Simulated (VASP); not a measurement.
# Quasiparticle energies of BAs in VASP, part 4 of 5

How does the gap of BAs change from the starting functional to GW? The cell is of the zinc-blende type, one of the forms listed for this formula. The start is a cell from a database of measured crystal structures.

VASP 6.6.1, plane waves and PAW; the level of theory is named at each step.

So far, quasiparticle gap on the mesh (eV): step 4 (evGW0) 2.00. Also gap on the k-mesh (eV): step 2 (ground state) 1.26.

## (5) QPGW0

This step: QPGW0 on PBE; plane waves and PAW (B_GW, As_GW) (VASP 6.6.1).

Here the orbitals are updated too, by diagonalising a Hermitian self-energy in the bands up to NBANDSGW.

The input, INCAR:

```
SYSTEM = BAs
PREC = Accurate
ENCUT = 340
ISMEAR = 0
SIGMA = 0.01
LREAL = .FALSE.
GGA = PE
NBANDS = 176
ALGO = QPGW0
NELMGW = 4
ENCUTGW = 200
NOMEGA = 48
PRECFOCK = Fast
NBANDSGW = 24
LWAVE = .FALSE.
LCHARG = .FALSE.
```

The input, POSCAR:

```
BAs
1.0
    0.0000000000      2.3885000000      2.3885000000
    2.3885000000      0.0000000000      2.3885000000
    2.3885000000      2.3885000000      0.0000000000
B As
1 1
Direct
    0.0000000000      0.0000000000      0.0000000000
    0.2500000000      0.2500000000      0.2500000000
```

The input, KPOINTS:

```
Automatic mesh
0
Gamma
6 6 6
0 0 0
```

PAW data sets: B_GW and As_GW (PBE family, release 64).

Command:

```bash
$ mpirun -np 8 vasp_std
```

Output:

```text
[banner, memory and clock lines left out]
running    8 mpi-ranks, on    1 nodes
 distrk:  each k-point on    8 cores,    1 groups
 distr:  one band on    1 cores,    8 groups

 POSCAR found type information on POSCAR B As
 POSCAR found :  2 types and       2 ions
 [... a notice as in an earlier step ...]

 [... a notice as in an earlier step ...]

 LDA part: xc-table for (Slater+PW92), standard interpolation
 found WAVECAR, reading the header
 POSCAR, INCAR and KPOINTS ok, starting setup
 FFT: planning ... GRIDC
 FFT: planning ... GRID_SOFT
 FFT: planning ... GRID
 reading WAVECAR
 the WAVECAR file was read successfully
 initial charge from wavefunction
 available memory per node:     92.61 GB, setting MAXMEM to     94828

 The Fermi energy was updated, please check that it is located mid-gap
 values below the HOMO (VB) or above the LUMO (CB) will cause erroneous energies
 E-fermi :   6.8067

 calculate exact exchange contribution
 the WAVEDER file was read successfully
energies w=
    0.000    0.000    0.532    0.000    1.062    0.000    1.588    0.000
    2.108    0.000    2.620    0.000    3.123    0.000    3.618    0.000
    4.103    0.000    4.579    0.000    5.046    0.000    5.506    0.000
    5.959    0.000    6.407    0.000    6.852    0.000    7.294    0.000
    7.735    0.000    8.178    0.000    8.624    0.000    9.076    0.000
    9.535    0.000   10.005    0.000   10.489    0.000   10.989    0.000
   11.508    0.000   12.053    0.000   12.627    0.000   13.236    0.000
   13.886    0.000   14.587    0.000   15.347    0.000   16.181    0.000
   17.102    0.000   18.130    0.000   19.291    0.000   20.618    0.000
   22.153    0.000   23.958    0.000   26.117    0.000   28.750    0.000
   32.037    0.000   36.263    0.000   41.895    0.000   49.768    0.000
   61.530    0.000   80.951    0.000  118.953    0.000  225.925    0.000
 responsefunction array rank=     192
 LDA part: xc-table for (Slater+PW92), standard interpolation

 min. memory requirement per mpi rank    261.0 MB, per node   2087.8 MB

 allocating   6 responsefunctions rank=   192
 shmem allocating  48 responsefunctions rank=   192
 response function shared by NCSHMEM nodes    1
 Doing            6  frequencies on each core in blocks of           48
NQ=   1    0.0000    0.0000    0.0000,
|.........|.........|.........|.........|.........|.........|.........|.........
 performed        432000 updates of chi_q(r,r)
 total number of BLAS operations         98.79 Gflops
NQ=   2    0.1667    0.0000    0.0000,
|.........|.........|.........|.........|.........|.........|.........|.........
 performed       1438000 updates of chi_q(r,r)
 total number of BLAS operations        337.09 Gflops
NQ=   3    0.3333    0.0000    0.0000,
|.........|.........|.........|.........|.........|.........|.........|.........
 performed       2444000 updates of chi_q(r,r)
 total number of BLAS operations        572.62 Gflops
NQ=   4    0.5000    0.0000    0.0000,
|.........|.........|.........|.........|.........|.........|.........|.........
 performed       3248000 updates of chi_q(r,r)
 total number of BLAS operations        754.18 Gflops
NQ=   5    0.1667    0.1667    0.0000,
|.........|.........|.........|.........|.........|.........|.........|.........
 performed       4254000 updates of chi_q(r,r)
 total number of BLAS operations        984.23 Gflops
NQ=   6    0.3333    0.1667    0.0000,
|.........|.........|.........|.........|.........|.........|.........|.........
 performed       5987000 updates of chi_q(r,r)
 total number of BLAS operations       1423.59 Gflops
NQ=   7    0.5000    0.1667    0.0000,
|.........|.........|.........|.........|.........|.........|.........|.........
 performed       7720000 updates of chi_q(r,r)
 total number of BLAS operations       1862.95 Gflops
NQ=   8   -0.3333    0.1667    0.0000,
|.........|.........|.........|.........|.........|.........|.........|.........
 performed       9453000 updates of chi_q(r,r)
 total number of BLAS operations       2277.98 Gflops
NQ=   9   -0.1667    0.1667    0.0000,
|.........|.........|.........|.........|.........|.........|.........|.........
 performed      10916000 updates of chi_q(r,r)
 total number of BLAS operations       2624.24 Gflops
NQ=  10    0.3333    0.3333    0.0000,
|.........|.........|.........|.........|.........|.........|.........|.........
 performed      11922000 updates of chi_q(r,r)
 total number of BLAS operations       2868.11 Gflops
NQ=  11    0.5000    0.3333    0.0000,
|.........|.........|.........|.........|.........|.........|.........|.........
 performed      13655000 updates of chi_q(r,r)
 total number of BLAS operations       3307.47 Gflops
NQ=  12   -0.3333    0.3333    0.0000,
|.........|.........|.........|.........|.........|.........|.........|.........
 performed      15118000 updates of chi_q(r,r)
 total number of BLAS operations       3670.02 Gflops
NQ=  13    0.5000    0.5000    0.0000,
|.........|.........|.........|.........|.........|.........|.........|.........
 performed      15803000 updates of chi_q(r,r)
 total number of BLAS operations       3868.09 Gflops
NQ=  14    0.5000    0.3333    0.1667,
|.........|.........|.........|.........|.........|.........|.........|.........
 performed      17789000 updates of chi_q(r,r)
 total number of BLAS operations       4371.69 Gflops
NQ=  15   -0.3333    0.3333    0.1667,
|.........|.........|.........|.........|.........|.........|.........|.........
 performed      19640000 updates of chi_q(r,r)
 total number of BLAS operations       4851.64 Gflops
NQ=  16   -0.3333    0.5000    0.1667,
|.........|.........|.........|.........|.........|.........|.........|.........
 performed      21111000 updates of chi_q(r,r)
 total number of BLAS operations       5199.90 Gflops
 resolving degeneracies of screened two electron integrals

 calculate QP shifts <psi_nk| G(iteration)W_0 |psi_nk>: iteration 1

 QP shifts <psi_nk| G(iteration)W_0 |psi_nk>: iteration 1
 NQ=           1  operations          48
 NQ=           2  operations           6
 NQ=           3  operations           6
 NQ=           4  operations          12
 NQ=           5  operations           8
 NQ=           6  operations           2
 NQ=           7  operations           2
 NQ=           8  operations           2
 NQ=           9  operations           4
 NQ=          10  operations           8
 NQ=          11  operations           2
 NQ=          12  operations           4
 NQ=          13  operations          16
 NQ=          14  operations           2
 NQ=          15  operations           2
 NQ=          16  operations           4
 allocating   6 responsefunctions rank=   192
[...]
NQ=   4    0.5000    0.0000    0.0000,
|.........|.........|.........|.........|.........|.........|.........|.........
 performed       3248000 updates of chi_q(r,r)
 total number of BLAS operations        754.18 Gflops
NQ=   5    0.1667    0.1667    0.0000,
|.........|.........|.........|.........|.........|.........|.........|.........
 performed       4254000 updates of chi_q(r,r)
 total number of BLAS operations        984.23 Gflops
NQ=   6    0.3333    0.1667    0.0000,
|.........|.........|.........|.........|.........|.........|.........|.........
 performed       5987000 updates of chi_q(r,r)
 total number of BLAS operations       1423.59 Gflops
NQ=   7    0.5000    0.1667    0.0000,
|.........|.........|.........|.........|.........|.........|.........|.........
 performed       7720000 updates of chi_q(r,r)
 total number of BLAS operations       1862.95 Gflops
NQ=   8   -0.3333    0.1667    0.0000,
|.........|.........|.........|.........|.........|.........|.........|.........
 performed       9453000 updates of chi_q(r,r)
 total number of BLAS operations       2277.98 Gflops
NQ=   9   -0.1667    0.1667    0.0000,
|.........|.........|.........|.........|.........|.........|.........|.........
 performed      10916000 updates of chi_q(r,r)
 total number of BLAS operations       2624.24 Gflops
NQ=  10    0.3333    0.3333    0.0000,
|.........|.........|.........|.........|.........|.........|.........|.........
 performed      11922000 updates of chi_q(r,r)
 total number of BLAS operations       2868.11 Gflops
NQ=  11    0.5000    0.3333    0.0000,
|.........|.........|.........|.........|.........|.........|.........|.........
 performed      13655000 updates of chi_q(r,r)
 total number of BLAS operations       3307.47 Gflops
NQ=  12   -0.3333    0.3333    0.0000,
|.........|.........|.........|.........|.........|.........|.........|.........
 performed      15118000 updates of chi_q(r,r)
 total number of BLAS operations       3670.02 Gflops
NQ=  13    0.5000    0.5000    0.0000,
|.........|.........|.........|.........|.........|.........|.........|.........
 performed      15803000 updates of chi_q(r,r)
 total number of BLAS operations       3868.09 Gflops
NQ=  14    0.5000    0.3333    0.1667,
|.........|.........|.........|.........|.........|.........|.........|.........
 performed      17789000 updates of chi_q(r,r)
 total number of BLAS operations       4371.69 Gflops
NQ=  15   -0.3333    0.3333    0.1667,
|.........|.........|.........|.........|.........|.........|.........|.........
 performed      19640000 updates of chi_q(r,r)
 total number of BLAS operations       4851.64 Gflops
NQ=  16   -0.3333    0.5000    0.1667,
|.........|.........|.........|.........|.........|.........|.........|.........
 performed      21111000 updates of chi_q(r,r)
 total number of BLAS operations       5199.90 Gflops
 resolving degeneracies of screened two electron integrals

 QP shifts <psi_nk| G(iteration)W_0 |psi_nk>: iteration 3
 NQ=           1  operations          48
 NQ=           2  operations           6
 NQ=           3  operations           6
 NQ=           4  operations          12
 NQ=           5  operations           8
 NQ=           6  operations           2
 NQ=           7  operations           2
 NQ=           8  operations           2
 NQ=           9  operations           4
 NQ=          10  operations           8
 NQ=          11  operations           2
 NQ=          12  operations           4
 NQ=          13  operations          16
 NQ=          14  operations           2
 NQ=          15  operations           2
 NQ=          16  operations           4
 allocating   6 responsefunctions rank=   192
 shmem allocating  48 responsefunctions rank=   192
 response function shared by NCSHMEM nodes    1
 Doing            6  frequencies on each core in blocks of           48
NQ=   1    0.0000    0.0000    0.0000,
|.........|.........|.........|.........|.........|.........|.........|.........
 performed        432000 updates of chi_q(r,r)
 total number of BLAS operations         98.79 Gflops
NQ=   2    0.1667    0.0000    0.0000,
|.........|.........|.........|.........|.........|.........|.........|.........
 performed       1438000 updates of chi_q(r,r)
 total number of BLAS operations        337.09 Gflops
NQ=   3    0.3333    0.0000    0.0000,
|.........|.........|.........|.........|.........|.........|.........|.........
 performed       2444000 updates of chi_q(r,r)
 total number of BLAS operations        572.62 Gflops
NQ=   4    0.5000    0.0000    0.0000,
|.........|.........|.........|.........|.........|.........|.........|.........
 performed       3248000 updates of chi_q(r,r)
 total number of BLAS operations        754.18 Gflops
NQ=   5    0.1667    0.1667    0.0000,
|.........|.........|.........|.........|.........|.........|.........|.........
 performed       4254000 updates of chi_q(r,r)
 total number of BLAS operations        984.23 Gflops
NQ=   6    0.3333    0.1667    0.0000,
|.........|.........|.........|.........|.........|.........|.........|.........
 performed       5987000 updates of chi_q(r,r)
 total number of BLAS operations       1423.59 Gflops
NQ=   7    0.5000    0.1667    0.0000,
|.........|.........|.........|.........|.........|.........|.........|.........
 performed       7720000 updates of chi_q(r,r)
 total number of BLAS operations       1862.95 Gflops
NQ=   8   -0.3333    0.1667    0.0000,
|.........|.........|.........|.........|.........|.........|.........|.........
 performed       9453000 updates of chi_q(r,r)
 total number of BLAS operations       2277.98 Gflops
NQ=   9   -0.1667    0.1667    0.0000,
|.........|.........|.........|.........|.........|.........|.........|.........
 performed      10916000 updates of chi_q(r,r)
 total number of BLAS operations       2624.24 Gflops
NQ=  10    0.3333    0.3333    0.0000,
|.........|.........|.........|.........|.........|.........|.........|.........
 performed      11922000 updates of chi_q(r,r)
 total number of BLAS operations       2868.11 Gflops
NQ=  11    0.5000    0.3333    0.0000,
|.........|.........|.........|.........|.........|.........|.........|.........
 performed      13655000 updates of chi_q(r,r)
 total number of BLAS operations       3307.47 Gflops
NQ=  12   -0.3333    0.3333    0.0000,
|.........|.........|.........|.........|.........|.........|.........|.........
 performed      15118000 updates of chi_q(r,r)
 total number of BLAS operations       3670.02 Gflops
NQ=  13    0.5000    0.5000    0.0000,
|.........|.........|.........|.........|.........|.........|.........|.........
 performed      15803000 updates of chi_q(r,r)
 total number of BLAS operations       3868.09 Gflops
NQ=  14    0.5000    0.3333    0.1667,
|.........|.........|.........|.........|.........|.........|.........|.........
 performed      17789000 updates of chi_q(r,r)
 total number of BLAS operations       4371.69 Gflops
NQ=  15   -0.3333    0.3333    0.1667,
|.........|.........|.........|.........|.........|.........|.........|.........
 performed      19640000 updates of chi_q(r,r)
 total number of BLAS operations       4851.64 Gflops
NQ=  16   -0.3333    0.5000    0.1667,
|.........|.........|.........|.........|.........|.........|.........|.........
 performed      21111000 updates of chi_q(r,r)
 total number of BLAS operations       5199.90 Gflops
 resolving degeneracies of screened two electron integrals

 QP shifts <psi_nk| G(iteration)W_0 |psi_nk>: iteration 4
 NQ=           1  operations          48
 NQ=           2  operations           6
 NQ=           3  operations           6
 NQ=           4  operations          12
 NQ=           5  operations           8
 NQ=           6  operations           2
 NQ=           7  operations           2
 NQ=           8  operations           2
 NQ=           9  operations           4
 NQ=          10  operations           8
 NQ=          11  operations           2
 NQ=          12  operations           4
 NQ=          13  operations          16
 NQ=          14  operations           2
 NQ=          15  operations           2
 NQ=          16  operations           4
 entering main loop
```

It took 20 min on 8 MPI ranks of AMD EPYC 7R43, shared host; peak memory 2.5 GiB; 2.7 h of CPU time.

Parts of OUTCAR (step 5):

```text
   NELECT =       8.0000    total number of electrons

 E-fermi :   6.8067

 QP shifts <psi_nk| G(iteration)W_0 |psi_nk>: iteration 1
 k-point   1 :       0.0000    0.0000    0.0000
  band No. DFT-energies  QP-energies  QP-e(diag)   sigma(DFT)    Z            occupation
      1      -9.2365     -10.0736     -10.0638     -10.4231       0.6972       2.0000
      2       6.1743       5.5406       5.5543       5.3858       0.7863       2.0000
      3       6.1743       5.5406       5.5543       5.3858       0.7863       2.0000
      4       6.1743       5.5406       5.5543       5.3858       0.7863       2.0000
      5       9.4405       9.6697       9.6748       9.7395       0.7837       0.0000
      6       9.4405       9.6697       9.6748       9.7395       0.7837       0.0000
      7       9.4405       9.6697       9.6748       9.7395       0.7837       0.0000
      8      10.8291      11.2770      11.2884      11.4346       0.7586       0.0000
    ...

     24      43.4838      43.4838      43.4838      43.4838       1.0000       0.0000

 k-point   2 :       0.1667    0.0000    0.0000
  band No. DFT-energies  QP-energies  QP-e(diag)   sigma(DFT)    Z            occupation
      1      -8.7832      -9.6164      -9.6054      -9.9536       0.7025       2.0000
      2       3.2123       2.5001       2.5114       2.3011       0.7692       2.0000
      3       5.4914       4.8501       4.8657       4.6932       0.7839       2.0000
      4       5.4914       4.8501       4.8657       4.6932       0.7839       2.0000
      5       9.4592       9.7020       9.7135       9.7854       0.7796       0.0000
      6      10.3277      10.5713      10.5729      10.6432       0.7772       0.0000
      7      10.3277      10.5713      10.5729      10.6432       0.7772       0.0000
      8      12.8060      13.1294      13.1403      13.2521       0.7493       0.0000
    ...

     24      48.2450      48.2450      48.2450      48.2450       1.0000       0.0000

 QP shifts <psi_nk| G(iteration)W_0 |psi_nk>: iteration 2
 k-point   1 :       0.0000    0.0000    0.0000
  band No. DFT-energies  QP-energies  QP-e(diag)   sigma(DFT)    Z            occupation
      1     -10.0736     -10.3095     -10.3055     -10.4064       0.6967       2.0000
      2       5.5406       5.4219       5.4350       5.4068       0.7892       2.0000
      3       5.5406       5.4219       5.4350       5.4068       0.7892       2.0000
      4       5.5406       5.4219       5.4350       5.4068       0.7892       2.0000
      5       9.6697       9.6526       9.6806       9.6836       0.7853       0.0000
      6       9.6697       9.6526       9.6806       9.6836       0.7853       0.0000
      7       9.6697       9.6526       9.6806       9.6836       0.7853       0.0000
      8      11.2770      11.3434      11.3466      11.3687       0.7586       0.0000
    ...

 QP shifts <psi_nk| G(iteration)W_0 |psi_nk>: iteration 3
 k-point   1 :       0.0000    0.0000    0.0000
  band No. DFT-energies  QP-energies  QP-e(diag)   sigma(DFT)    Z            occupation
      1     -10.3095     -10.3794     -10.3768     -10.4059       0.6976       2.0000
      2       5.4219       5.3811       5.3936       5.3861       0.7901       2.0000
      3       5.4219       5.3811       5.3936       5.3861       0.7901       2.0000
      4       5.4219       5.3811       5.3936       5.3861       0.7901       2.0000
      5       9.6526       9.6390       9.6702       9.6750       0.7860       0.0000
      6       9.6526       9.6390       9.6702       9.6750       0.7860       0.0000
      7       9.6526       9.6390       9.6702       9.6750       0.7860       0.0000
      8      11.3434      11.3381      11.3406      11.3397       0.7585       0.0000
    ...

 QP shifts <psi_nk| G(iteration)W_0 |psi_nk>: iteration 4
 k-point   1 :       0.0000    0.0000    0.0000
  band No. DFT-energies  QP-energies  QP-e(diag)   sigma(DFT)    Z            occupation
      1     -10.3794     -10.4044     -10.4019     -10.4116       0.6977       2.0000
      2       5.3811       5.3600       5.3726       5.3703       0.7902       2.0000
      3       5.3811       5.3600       5.3726       5.3703       0.7902       2.0000
      4       5.3811       5.3600       5.3726       5.3704       0.7902       2.0000
      5       9.6390       9.6307       9.6614       9.6675       0.7860       0.0000
      6       9.6390       9.6307       9.6614       9.6675       0.7860       0.0000
      7       9.6390       9.6307       9.6614       9.6675       0.7860       0.0000
      8      11.3381      11.3237      11.3261      11.3223       0.7585       0.0000
    ...

     24      46.5428      46.5428      46.5428      46.5428       1.0000       0.0000

[... 16 parts as in an earlier step ...]

[... 29 further parts left out ...]
```

(Part 4 of 5 ends here.)

[Lines on the potential files, build, host, timing and source positions are cut from VASP's logs without a mark.]

[Logs are printed without paths, hosts, clocks, repeated set-up lines and the standing remarks that a program may print on its own settings, such as how far it seeks lower states.]

[Hosts, paths, dates, database ids (printed as entryN), source tags and the programs' standing remarks are cut or masked in the printed files.]

[Pressures printed for these runs are not shown converged in the cutoff: they can be off by several GPa and have the wrong sign.]
